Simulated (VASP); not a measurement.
```
MgO
1.0
    0.00000     2.05525     2.05525
    2.05525     0.00000     2.05525
    2.05525     2.05525     0.00000
Mg O
1 1
Cartesian
  0.00000   0.00000   0.00000
  2.05525   2.05525   2.05525
```

These are MS2 meta-GGA, VASP's PBE PAW potentials (set 64) (plane waves; VASP 6.6.1) values and carry that method's errors. Run with 520 eV cut-off, 11×11×11 Γ-centred mesh, Gaussian smearing of 0.050 eV, potentials Mg O.

### Question
Give the stress tensor in GPa (positive for a compressed cell).

### Answer

```
11.83   0.00   0.00
 0.00  11.83   0.00
 0.00   0.00  11.83
```
The pressure is its mean diagonal, 11.83 GPa.

The compound is MgO in the rock salt structure. This cell is one point of a volume scan, at 0.94 of the reference volume.
